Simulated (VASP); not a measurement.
Data:

```yaml
crystal:
  lattice:
    - [0.00000, 2.16500, 2.16500]
    - [2.16500, 0.00000, 2.16500]
    - [2.16500, 2.16500, 0.00000]
  atoms:
    - { symbol: Ti, position: [0.00000, 0.00000, 0.00000] }
    - { symbol: C, position: [0.50000, 0.50000, 0.50000] }
```

These are PBE GGA + U (Dudarev), VASP's PBE PAW potentials (set 64) (plane waves; VASP) values and carry that method's errors. Run with 520 eV cut-off, 13×13×13 Γ-centred mesh, first-order Methfessel-Paxton smearing of 0.10 eV, potentials Ti_sv C, U − J: Ti 8.00 eV.

**Question.** Estimate the energy per atom (σ→0), pressure, band gap (on the k-mesh) with the smallest direct gap where there is one.

**Answer.** 
```yaml
band gap (on the k-mesh): none (metal, semimetal or under 0.01 eV)
energy per atom (σ→0): -6.493 eV/atom
pressure: 24.25 GPa
```

The absolute energy has meaning only against runs of the same code, potentials and settings.

The compound is TiC in the rock salt structure. The cell was not relaxed at this level. The run is one of a series of settings (LDAU = .TRUE., LDAUJ = 0 0, LDAUL = 2 -1, LDAUTYPE = 2, LDAUU = 8.0 0 against the base run), some of them coarse on purpose.
